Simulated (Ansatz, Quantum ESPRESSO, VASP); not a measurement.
## One structure in several programs: MgCu4Sn (F-43m, 6 atoms in the cell)

Self-consistent single point.

```
MgCu4Sn
1.0
    0.00000     3.45038     3.45038
    3.45038     0.00000     3.45038
    3.45038     3.45038     0.00000
Mg Cu Sn
1 4 1
Cartesian
  5.17556   5.17556   5.17556
  2.59123   4.30952   4.30952
  4.30952   4.30952   2.59123
  4.30952   2.59123   4.30952
  2.59123   2.59123   2.59123
  0.00000   0.00000   0.00000
```

Shared settings, as Ansatz (an electronic-structure program) writes them: kpoints.mp_grid.grid = 9 9 9; scf.occupations.method = fermi_dirac; scf.occupations.width = 0.1 eV. Potentials and cutoffs stand in the table.

```json
[
 {"code": "Quantum ESPRESSO", "model": "LDA (PZ), GBRV 1.5 ultrasoft (LDA) pseudopotentials", "pressure (GPa)": "-2.48", "largest force (eV/Å)": "0.021", "cutoff": "50 Ry"},
 {"code": "Ansatz", "model": "LDA (PW92), PAW files made with PBE", "pressure (GPa)": "-1.30", "largest force (eV/Å)": "0.020", "cutoff": "default"},
 {"code": "VASP", "model": "LDA (PZ), VASP's LDA PAW potentials (set 64)", "pressure (GPa)": "-3.02", "largest force (eV/Å)": "0.023", "cutoff": "300 eV"}
]
```

On Ansatz's run: spin polarisation is off.

The spread over the programs that give each value: pressure within 1.72 GPa; largest force within 0.003 eV/Å.

Ansatz's pressure is given at a fixed set of plane waves, as the other plane-wave codes print theirs; with its correction for the finite basis it is -1.23 GPa. The same LDA comes in different parametrisations, which differ slightly. In the pressure, Ansatz (by 1.18) lies more than 1 GPa from the median of the plane-wave programs.

VASP's run is marked for a possible Pulay error in its stress at this cutoff; no cutoff test was made.

The starting cell comes from a database of computed structures (which also holds hypothetical and non-ambient phases and stackings), without a prior relaxation at this level. Its lattice was rescaled by a random factor within 2.5 % of one.

Left out of this page: ABINIT (with a known weakness of the program); GPAW, FLEUR and SIESTA (not drawn, or without a comparable value).

Keys are those of Ansatz 0.2.
